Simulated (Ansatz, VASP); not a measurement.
# Cross-check of HfO2 (amorphous HfO2 at 8.88 g/cm^3) between VASP and Ansatz

Wanted: the spread between two codes on one cell, functional and k mesh. The structure shown is the start of the Ansatz relaxation below; VASP solves that cell, so the two are compared at the walk's first step.

Program: Ansatz 0.2.0. Level of theory: plane waves, with VASP 6.6.1 beside it; single point at PBE. Results are calculated unless marked as measured.

**1. Starting point**

The cell holds 84 atoms: 28 Hf and 56 O. Its edges and angles: a = 10.328 Å, b = 10.328 Å, c = 10.328 Å, α = 90.0°, β = 90.0°, γ = 90.0°. As first built, before any earlier steps moved the atoms (in the runner's words): 84 atoms (28 Zr, 56 O) placed at random at 5.2 g/cm^3, melted at 5000 K for 10 ps at fixed volume with the Morse and Coulomb pair potential with partial charges (Pedone, Malavasi, Menziani, Cormack and Segre, J. Phys. Chem. B 110, 11780 (2006)). Quenched from 5000 K to 300 K at 50 K/ps and fixed volume, held 5 ps, then minimised at fixed cell. Then Zr was replaced by Hf at the same volume (the potential has no terms for Hf, so the cell is a start for a DFT relaxation).

**2. Ansatz: relaxation, PBE**

Ansatz runs on its default PAW (the set named soft_2) files.

The two programs are compared at the cell with which this relaxation starts, whose forces are those of its first step.

File input.yaml:

```yaml
crystal:
  lattice:
    - [10.3283, 0.0, 0.0]
    - [0.0, 10.3283, 0.0]
    - [0.0, 0.0, 10.3283]
  atoms:
    - { symbol: Hf, position: [0.90242, 0.37151, 0.53832] }
    - { symbol: Hf, position: [0.74333, 0.86689, 0.84821] }
    - { symbol: Hf, position: [0.69018, 0.48928, 0.79153] }
    - { symbol: Hf, position: [0.42249, 0.55151, 0.25723] }
    - { symbol: Hf, position: [0.20491, 0.41546, 0.42489] }
    - { symbol: Hf, position: [0.50577, 0.85818, 0.28353] }
    - { symbol: Hf, position: [0.36246, 0.97857, 0.91545] }
    - { symbol: Hf, position: [0.87217, 0.88728, 0.19195] }
    - { symbol: Hf, position: [0.03091, 0.60593, 0.22581] }
    - { symbol: Hf, position: [0.07108, 0.78982, 0.90695] }
    - { symbol: Hf, position: [0.62929, 0.10834, 0.11264] }
    - { symbol: Hf, position: [0.59926, 0.15681, 0.76596] }
    - { symbol: Hf, position: [0.11158, 0.92626, 0.39311] }
    - { symbol: Hf, position: [0.08847, 0.17253, 0.65311] }
    - { symbol: Hf, position: [0.5881, 0.71304, 0.57124] }
    - { symbol: Hf, position: [0.3955, 0.00884, 0.53788] }
    - { symbol: Hf, position: [0.56624, 0.2944, 0.37269] }
    - { symbol: Hf, position: [0.36704, 0.43769, 0.69134] }
    - { symbol: Hf, position: [0.01926, 0.24338, 0.21079] }
    - { symbol: Hf, position: [0.38648, 0.31029, 0.98616] }
    - { symbol: Hf, position: [0.44043, 0.67369, 0.96698] }
    - { symbol: Hf, position: [0.24348, 0.72685, 0.66235] }
    - { symbol: Hf, position: [0.75634, 0.48928, 0.11154] }
    - { symbol: Hf, position: [0.74487, 0.0486, 0.49209] }
    - { symbol: Hf, position: [0.31346, 0.13225, 0.21872] }
    - { symbol: Hf, position: [0.93831, 0.68173, 0.59984] }
    - { symbol: Hf, position: [0.05629, 0.46169, 0.88261] }
    - { symbol: Hf, position: [0.8742, 0.19095, 0.93952] }
    - { symbol: O, position: [0.85484, 0.49499, 0.92464] }
    - { symbol: O, position: [0.1281, 0.07493, 0.26011] }
    - { symbol: O, position: [0.36027, 0.62069, 0.79359] }
    - { symbol: O, position: [0.74272, 0.36177, 0.43247] }
    - { symbol: O, position: [0.02393, 0.30368, 0.0097] }
    - { symbol: O, position: [0.89515, 0.16493, 0.57183] }
    - { symbol: O, position: [0.20669, 0.88456, 0.78384] }
    - { symbol: O, position: [0.67369, 0.70108, 0.75758] }
    - { symbol: O, position: [0.08644, 0.63286, 0.76239] }
    - { symbol: O, position: [0.18845, 0.03917, 0.5443] }
    - { symbol: O, position: [0.93333, 0.42941, 0.20732] }
    - { symbol: O, position: [0.24829, 0.29795, 0.59639] }
    - { symbol: O, position: [0.4676, 0.71665, 0.15515] }
    - { symbol: O, position: [0.54749, 0.52088, 0.63778] }
    - { symbol: O, position: [0.47473, 0.24988, 0.16743] }
    - { symbol: O, position: [0.83062, 0.52081, 0.6509] }
    - { symbol: O, position: [0.40639, 0.41219, 0.40244] }
    - { symbol: O, position: [0.41379, 0.8161, 0.61105] }
    - { symbol: O, position: [0.67825, 0.13591, 0.3111] }
    - { symbol: O, position: [0.01998, 0.35636, 0.7077] }
    - { symbol: O, position: [0.60242, 0.46321, 0.23766] }
    - { symbol: O, position: [0.25864, 0.55212, 0.56716] }
    - { symbol: O, position: [0.04455, 0.29035, 0.41725] }
    - { symbol: O, position: [0.77469, 0.75029, 0.5098] }
    - { symbol: O, position: [0.90269, 0.9635, 0.38385] }
    - { symbol: O, position: [0.27285, 0.80702, 0.99068] }
    - { symbol: O, position: [0.37791, 0.49596, 0.06263] }
    - { symbol: O, position: [0.73564, 0.28419, 0.06478] }
    - { symbol: O, position: [0.91912, 0.81083, 0.75573] }
    - { symbol: O, position: [0.67716, 0.91558, 0.18462] }
    - { symbol: O, position: [0.41724, 0.06393, 0.73082] }
    - { symbol: O, position: [0.90086, 0.09372, 0.12798] }
    - { symbol: O, position: [0.57546, 0.93417, 0.4575] }
    - { symbol: O, position: [0.75229, 0.28535, 0.79727] }
    - { symbol: O, position: [0.89764, 0.85026, 0.99552] }
    - { symbol: O, position: [0.4094, 0.14832, 0.39276] }
    - { symbol: O, position: [0.09902, 0.78416, 0.53311] }
    - { symbol: O, position: [0.24771, 0.3856, 0.85501] }
    - { symbol: O, position: [0.07244, 0.61501, 0.02209] }
    - { symbol: O, position: [0.21901, 0.56776, 0.28835] }
    - { symbol: O, position: [0.8378, 0.66842, 0.18772] }
    - { symbol: O, position: [0.69745, 0.98981, 0.68936] }
    - { symbol: O, position: [0.27316, 0.13714, 0.01635] }
    - { symbol: O, position: [0.00598, 0.5387, 0.45545] }
    - { symbol: O, position: [0.52745, 0.85386, 0.9078] }
    - { symbol: O, position: [0.00756, 0.1035, 0.82089] }
    - { symbol: O, position: [0.05011, 0.80489, 0.24461] }
    - { symbol: O, position: [0.50477, 0.14068, 0.94641] }
    - { symbol: O, position: [0.50113, 0.34491, 0.81205] }
    - { symbol: O, position: [0.44602, 0.99809, 0.14982] }
    - { symbol: O, position: [0.2135, 0.30954, 0.23666] }
    - { symbol: O, position: [0.7272, 0.05251, 0.93205] }
    - { symbol: O, position: [0.31914, 0.90983, 0.36511] }
    - { symbol: O, position: [0.61357, 0.55555, 0.96919] }
    - { symbol: O, position: [0.50394, 0.68386, 0.39272] }
    - { symbol: O, position: [0.59548, 0.1879, 0.56468] }
kpoints:
  mp_grid: { grid: [1, 1, 1] }
hamiltonian:
  xc: pbe
scf:
  occupations: { method: fermi_dirac, width: 0.025 }
output:
  forces: true
relax:
  f_tol: 0.04
  max_steps: 250
```

The run is started by

```sh
> ansatz run input.yaml --threads 4 --pin off --max-ram 8192MiB --backend cpu --events-out ev --progress --plain --runs-dir out
```

Numbers of over 12 decimals in the logs are rounded to 6 here.

The log of the run:

```text
Engine: ansatz 0.2.0, x86_64-unknown-linux-gnu
Pseudopotentials: kind: paw
Pseudopotential: Hf, paw, valence charge 26, recommended cutoff 420 eV (normal), Hf.paw.azcp
Pseudopotential: O, paw, valence charge 6, recommended cutoff 420 eV (normal), O.paw.azcp
Functional definition: PBE
  parameter kappa = 0.804
  parameter beta = 0.066725
  exchange = pbe_x(kappa = kappa, mu = beta*pi^2/3)
  correlation = pbe_c(beta = beta)
Crystal: 84 atoms, lattice volume = 1101.759 Å³
Basis set: ecut = 420 eV, 21559 PW (Γ), exchange–correlation on 144×144×144 points (8 copies of the dense FFT grid, shifted against one another)
Bands: 639, of which v1, the nominal top of the filled ones, is band 532 counted from 1 (531 counted from 0)
Symmetry: 1 space group operations
Space group: P1 (ITA 1), of the structure as read, at distance tolerance 1.0e-4 Å
k-points: 1
Non-local potential: Hf, projectors of the file, l = 0: 3, l = 1: 2, l = 2: 2, l = 3: 3
Non-local potential: O, projectors of the file, l = 0: 2, l = 1: 2, l = 2: 1
PAW form: soft (Blöchl's): semilocal exchange-correlation on the pseudo side does not see the compensation charge
PAW one-centre angular grid: Hf, 590 points (default); XC on 64 Gauss nodes
PAW one-centre angular grid: O, 110 points (default); XC on 64 Gauss nodes
Initial density: superposition of atomic densities (neutral atoms: chi_scale 0, normalization atom), corrected by the library's trained network
Initial wavefunctions: pseudopotential atomic-orbital guess
Functional: x = pbe(κ = 0.804, μ = 0.219515), c = pbe(β = 0.066725)
SCF iter   1: F=—  HF=-472110.542865 eV  |F-HF|=—  |Δ(HF+E_count)|=         —  Δρ=3.98e-3  dr2=1.51e-1  ethr=1.77e-3  ⟨swp⟩=5.0  Hψ=1899  notcnv=0  defer=40
preconditioner: auto → Resta (q_TF=auto, 2.712 Å⁻¹)  ε∞=5.1  [insulator: Δε(μ)=3.539 eV  Ē_g=17.528 eV  σ=0.025 eV  W_gap=1.00  n_scr=364 (ndim 8)  ℏωp=35.5 eV  f_vac=0.117  D(μ)=0.00/eV (n_scr^D=0)  ε∞_Penn≈5.1]
SCF iter   2: F=—  HF=-472110.530263 eV  |F-HF|=—  |Δ(HF+E_count)|=   1.26e-2  Δρ=1.99e-3  dr2=3.03e-2  ethr=1.42e-5  ⟨swp⟩=2.0  Hψ=1161  notcnv=0  defer=101
SCF iter   3: F=—  HF=-472110.534858 eV  |F-HF|=—  |Δ(HF+E_count)|=   4.60e-3  Δρ=8.67e-4  dr2=8.66e-3  ethr=2.85e-6  ⟨swp⟩=2.0  Hψ=912  notcnv=0  defer=101
SCF iter   4: F=—  HF=-472110.536071 eV  |F-HF|=—  |Δ(HF+E_count)|=   1.21e-3  Δρ=2.25e-4  dr2=6.96e-4  ethr=8.14e-7  ⟨swp⟩=2.0  Hψ=1061  notcnv=0  defer=101
SCF iter   5: F=—  HF=-472110.536279 eV  |F-HF|=—  |Δ(HF+E_count)|=   2.08e-4  Δρ=1.21e-4  dr2=1.92e-4  ethr=6.54e-8  ⟨swp⟩=2.0  Hψ=1169  notcnv=0  defer=101
SCF iter   6: F=-472110.536371 eV  HF=-472110.536348 eV  |F-HF|=2.33e-5  |Δ(HF+E_count)|=   6.82e-5  Δρ=4.23e-5  dr2=2.55e-5  ethr=3.76e-9  ⟨swp⟩=3.0  Hψ=2592  notcnv=0
SCF 1 converged in 6 iterations: F = -472110.536371 eV  dr2 = 2.55e-5
  greatest PAW one-centre occupation: 0.999 electrons in one spin orbital (limit 2), on the Hf atom at site 12 (counted from 0), in its partial waves of l = 0
relax step   1: F+E_penalty+E_count = -472110.53637095 eV  Δ(F+E_penalty+E_count) = +0.000e0 eV  max|allowed force component| = 2.042e0 eV/Å  Δτ_max = 0.0000 Å  (6 SCF iters, dr2 threshold 4.00e-5 eV, accepted)
Initial density: handed on by an earlier stage of this run
Initial wavefunctions: those handed on with the density
iter 1 solved again at ethr=1.29e-4 eV; its pass at ethr=3.10e-3 eV (dr2=1.37e0 eV) is discarded
SCF iter   1: F=—  HF=-472111.790544 eV  |F-HF|=—  |Δ(HF+E_count)|=         —  Δρ=1.57e-2  dr2=1.35e0  ethr=1.29e-4  ⟨swp⟩=1.0  Hψ=2006  notcnv=0  defer=101
preconditioner: auto → Resta (q_TF=auto, 2.712 Å⁻¹)  ε∞=5.1  [insulator: Δε(μ)=3.588 eV  Ē_g=17.573 eV  σ=0.025 eV  W_gap=1.00  n_scr=364 (ndim 8)  ℏωp=35.5 eV  f_vac=0.120  D(μ)=0.00/eV (n_scr^D=0)  ε∞_Penn≈5.1]
SCF iter   2: F=—  HF=-472111.510911 eV  |F-HF|=—  |Δ(HF+E_count)|=   2.80e-1  Δρ=7.71e-3  dr2=2.75e-1  ethr=1.27e-4  ⟨swp⟩=3.0  Hψ=1035  notcnv=0  defer=101
SCF iter   3: F=—  HF=-472111.471292 eV  |F-HF|=—  |Δ(HF+E_count)|=   3.96e-2  Δρ=2.60e-3  dr2=5.13e-2  ethr=2.59e-5  ⟨swp⟩=4.0  Hψ=1054  notcnv=0  defer=101
SCF iter   4: F=—  HF=-472111.466450 eV  |F-HF|=—  |Δ(HF+E_count)|=   4.84e-3  Δρ=6.97e-4  dr2=5.13e-3  ethr=4.83e-6  ⟨swp⟩=2.0  Hψ=1064  notcnv=0  defer=101
SCF iter   5: F=—  HF=-472111.467215 eV  |F-HF|=—  |Δ(HF+E_count)|=   7.64e-4  Δρ=2.27e-4  dr2=7.30e-4  ethr=4.83e-7  ⟨swp⟩=2.0  Hψ=1043  notcnv=0  defer=101
SCF iter   6: F=—  HF=-472111.467198 eV  |F-HF|=—  |Δ(HF+E_count)|=   1.64e-5  Δρ=1.15e-4  dr2=1.80e-4  ethr=6.86e-8  ⟨swp⟩=2.0  Hψ=1066  notcnv=0  defer=101
SCF iter   7: F=-472111.467247 eV  HF=-472111.467246 eV  |F-HF|=3.91e-7  |Δ(HF+E_count)|=   4.81e-5  Δρ=5.12e-5  dr2=3.56e-5  ethr=9.40e-9  ⟨swp⟩=2.0  Hψ=2073  notcnv=0
SCF 2 converged in 7 iterations: F = -472111.467247 eV  dr2 = 3.56e-5
[...]
atom  53  O     -0.00155329     0.00707813    -0.00252841
  atom  54  O     -0.00140079    -0.00022714     0.00254946
  atom  55  O     -0.00107357     0.00391421     0.00195191
  atom  56  O      0.00225705    -0.00681486    -0.00320055
  atom  57  O      0.00374557     0.00140615     0.00533684
  atom  58  O     -0.00095685     0.00063435     0.00107426
  atom  59  O      0.00093896     0.00176400    -0.00048393
  atom  60  O      0.00071628     0.00332491     0.00116675
  atom  61  O     -0.00698718    -0.00207284     0.00173265
  atom  62  O      0.00156823     0.00001835     0.00124764
  atom  63  O      0.00358035    -0.00499157    -0.00220692
  atom  64  O      0.00493744    -0.00346946    -0.00254796
  atom  65  O     -0.00434457     0.00043576    -0.00029301
  atom  66  O      0.00273680    -0.00175148    -0.00295547
  atom  67  O     -0.00239734     0.00052998    -0.00185079
  atom  68  O     -0.00044815    -0.00040008    -0.00214636
  atom  69  O     -0.00038774    -0.01100680     0.00314226
  atom  70  O     -0.00126217     0.00021628     0.00253608
  atom  71  O     -0.00392166     0.00100958     0.00401702
  atom  72  O     -0.00029634    -0.00139166    -0.00086703
  atom  73  O     -0.00081535    -0.00144619     0.00040167
  atom  74  O      0.00141688     0.00008983    -0.00357689
  atom  75  O     -0.00066179    -0.00062776     0.00020328
  atom  76  O      0.00243587    -0.00225274    -0.00302014
  atom  77  O     -0.00057492     0.00223809    -0.00784054
  atom  78  O      0.00332602    -0.00113535     0.00323692
  atom  79  O      0.00198236    -0.00069458     0.00402112
  atom  80  O      0.00103975    -0.00216388    -0.00079912
  atom  81  O     -0.00096376    -0.00090207     0.00202016
  atom  82  O     -0.00481763     0.00491080    -0.00419533
  atom  83  O      0.00651361    -0.00660813     0.00012402
  atom  84  O      0.00093047     0.00437933    -0.00033338
  max |Σ_I F_I| component: 1.59e-4 eV/Å
--- Relaxed structure (10 steps of the walk, 8 accepted, 0 SCFs on fresh bases) ---
  F+E_penalty+E_count = -472112.32270653 eV   max|allowed force component| = 1.536e-2 eV/Å
  atoms:
    - { symbol: Hf, position: [0.892475, 0.388785, 0.527022] }
    - { symbol: Hf, position: [0.766933, 0.869940, 0.832959] }
    - { symbol: Hf, position: [0.684279, 0.488781, 0.791159] }
    - { symbol: Hf, position: [0.430449, 0.546295, 0.254855] }
    - { symbol: Hf, position: [0.218611, 0.403560, 0.428919] }
    - { symbol: Hf, position: [0.509965, 0.857445, 0.281154] }
    - { symbol: Hf, position: [0.361631, 0.973020, 0.917627] }
    - { symbol: Hf, position: [0.878922, 0.887990, 0.182450] }
    - { symbol: Hf, position: [0.025719, 0.599866, 0.235894] }
    - { symbol: Hf, position: [0.088786, 0.774232, 0.920962] }
    - { symbol: Hf, position: [0.637024, 0.112333, 0.113217] }
    - { symbol: Hf, position: [0.603320, 0.149454, 0.765850] }
    - { symbol: Hf, position: [0.118490, 0.924374, 0.392662] }
    - { symbol: Hf, position: [0.069262, 0.176760, 0.645473] }
    - { symbol: Hf, position: [0.577093, 0.720746, 0.574115] }
    - { symbol: Hf, position: [0.401286, 0.028538, 0.542086] }
    - { symbol: Hf, position: [0.567272, 0.287026, 0.377686] }
    - { symbol: Hf, position: [0.358157, 0.440807, 0.703115] }
    - { symbol: Hf, position: [0.028695, 0.244852, 0.205002] }
    - { symbol: Hf, position: [0.389063, 0.304167, 0.988648] }
    - { symbol: Hf, position: [0.443731, 0.676499, 0.965757] }
    - { symbol: Hf, position: [0.240182, 0.729775, 0.661350] }
    - { symbol: Hf, position: [0.755965, 0.487965, 0.110520] }
    - { symbol: Hf, position: [0.753819, 0.031024, 0.484803] }
    - { symbol: Hf, position: [0.315761, 0.112702, 0.224418] }
    - { symbol: Hf, position: [0.915818, 0.697707, 0.588394] }
    - { symbol: Hf, position: [0.055205, 0.459673, 0.882724] }
    - { symbol: Hf, position: [0.873574, 0.203261, 0.931660] }
    - { symbol: O, position: [0.855919, 0.471346, 0.920132] }
    - { symbol: O, position: [0.123042, 0.068609, 0.257158] }
    - { symbol: O, position: [0.350011, 0.621342, 0.800058] }
    - { symbol: O, position: [0.719921, 0.366259, 0.463558] }
    - { symbol: O, position: [0.030737, 0.298193, 0.011445] }
    - { symbol: O, position: [0.891628, 0.165157, 0.556448] }
    - { symbol: O, position: [0.207179, 0.878869, 0.792343] }
    - { symbol: O, position: [0.678147, 0.712496, 0.758458] }
    - { symbol: O, position: [0.087630, 0.633864, 0.777366] }
    - { symbol: O, position: [0.185586, 0.040311, 0.546043] }
    - { symbol: O, position: [0.926299, 0.424204, 0.207215] }
    - { symbol: O, position: [0.254175, 0.298610, 0.602723] }
    - { symbol: O, position: [0.470660, 0.714145, 0.156548] }
    - { symbol: O, position: [0.542468, 0.533144, 0.643253] }
    - { symbol: O, position: [0.482526, 0.242273, 0.172649] }
    - { symbol: O, position: [0.827585, 0.533390, 0.652867] }
    - { symbol: O, position: [0.413626, 0.413026, 0.403283] }
    - { symbol: O, position: [0.405743, 0.819245, 0.607602] }
    - { symbol: O, position: [0.682001, 0.133457, 0.319523] }
    - { symbol: O, position: [0.014518, 0.363089, 0.700843] }
    - { symbol: O, position: [0.609965, 0.459341, 0.240288] }
    - { symbol: O, position: [0.255219, 0.551162, 0.568130] }
    - { symbol: O, position: [0.044197, 0.304628, 0.413653] }
    - { symbol: O, position: [0.761925, 0.781433, 0.512915] }
[...]
- { symbol: O, position: [0.500268, 0.351654, 0.818525] }
    - { symbol: O, position: [0.456768, 0.992315, 0.143793] }
    - { symbol: O, position: [0.218543, 0.296075, 0.228214] }
    - { symbol: O, position: [0.733920, 0.053041, 0.928167] }
    - { symbol: O, position: [0.320402, 0.921104, 0.351817] }
    - { symbol: O, position: [0.622848, 0.564266, 0.964926] }
    - { symbol: O, position: [0.509651, 0.681953, 0.392283] }
    - { symbol: O, position: [0.571158, 0.169205, 0.565953] }
```

In the SCF lines HF is the Harris–Foulkes energy and dr2 the Hartree energy of the density residual, in eV; the loop may stop once dr2 is under the threshold and the program's other checks hold. Hψ counts applications of the Hamiltonian.

(Part 1 of 2 ends here.)

[Lines on the potential files, build, host, timing and source positions are cut from VASP's logs without a mark.]

[Logs are printed without paths, hosts, clocks, repeated set-up lines and the standing remarks that a program may print on its own settings, such as how far it seeks lower states.]

[Hosts, paths, dates, database ids (printed as entryN), source tags and the programs' standing remarks are cut or masked in the printed files.]
